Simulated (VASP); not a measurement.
An input for Quantum ESPRESSO's pw.x (written as the equivalent of a VASP run, and not itself run):

```
&CONTROL
  calculation = 'scf'
  pseudo_dir = './pseudo'
  outdir = './out'
  tprnfor = .true.
  tstress = .true.
/
&SYSTEM
  ibrav = 0
  nat = 4
  ntyp = 3
  ecutwfc = 98
  occupations = 'tetrahedra'
  input_dft = 'vdw-df2-b86r'
  nspin = 2
  starting_magnetization(1) = 0.13
  starting_magnetization(2) = -0.13
/
&ELECTRONS
  conv_thr = 7.3e-09
  electron_maxstep = 100
/
ATOMIC_SPECIES
  Ni1 58.693 Ni.upf
  Ni2 58.693 Ni.upf
  O 15.999 O.upf
CELL_PARAMETERS angstrom
     4.1521228    2.0722138    2.0722138
     2.0722138    4.1521228    2.0722138
     2.0722138    2.0722138    4.1521228
ATOMIC_POSITIONS crystal
  Ni1  0.0000000  0.0000000  0.0000000
  Ni2  0.5000000  0.5000000  0.5000000
  O    0.2500000  0.2500000  0.2500000
  O    0.7500000  0.7500000  0.7500000
K_POINTS automatic
  10 10 10 0 0 0
```

### Question
Write the VASP files for the same calculation (rev-vdW-DF2).

### Answer
This is not unique; one that fits is 
**INCAR**
```
# general
SYSTEM  =NiO
PREC    =Accurate
ENCUT   =520   # plane-wave cut-off (eV)
LREAL   =F   # projection in real space or not
LASPH   =T   # aspherical one-centre terms

# electronic loop
EDIFF   =1E-7   # SCF stop (eV)
NELM    =100
ALGO    =Normal   # blocked Davidson
LMAXMIX =4   # l cut-off of mixed one-centre charges

# smearing
ISMEAR  =-5

# functional
GGA     =MK
LUSE_VDW=T
AGGAC   =0.0
PARAM1  =0.1234568
PARAM2  =0.7114
ZAB_VDW =-1.8867

# spin
ISPIN   =2   # spin-polarised
MAGMOM  =1.3 -1.3 2*0.0

# ions
ISIF    =2   # forces and stress, cell fixed

# output
LWAVE   =F
LCHARG  =T
LORBIT  =11   # lm-projected
NEDOS   =601   # DOS grid

# other
LEFG    =T
```

**KPOINTS**
```
Automatic mesh
0
Gamma
10 10 10
0 0 0
```

### POSCAR
```
NiO
5.0821520
  0.8170009071   0.4077433793   0.4077433793
  0.4077433793   0.8170009071   0.4077433793
  0.4077433793   0.4077433793   0.8170009071
Ni O
2 2
Direct
  0.0000000000   0.0000000000   0.0000000000
  0.5000000000   0.5000000000   0.5000000000
  0.2500000000   0.2500000000   0.2500000000
  0.7500000000   0.7500000000   0.7500000000
```

POTCAR, in this order: Ni O (PBE.64 set). Program: vasp_std.

Limits of the translation: the potentials are each code's own (VASP's PAW set, PseudoDojo norm-conserving files in pw.x), so ENCUT and ecutwfc are chosen apart and not converted; conv_thr bounds pw.x's estimated SCF error, while EDIFF bounds the energy change between steps; starting_magnetization is a fraction of the valence charge and MAGMOM a moment in μB, so they match only roughly; the field gradients of LEFG aren't asked of the other code.

The compound is NiO in the rock salt, AFM-II order structure. It was relaxed first.
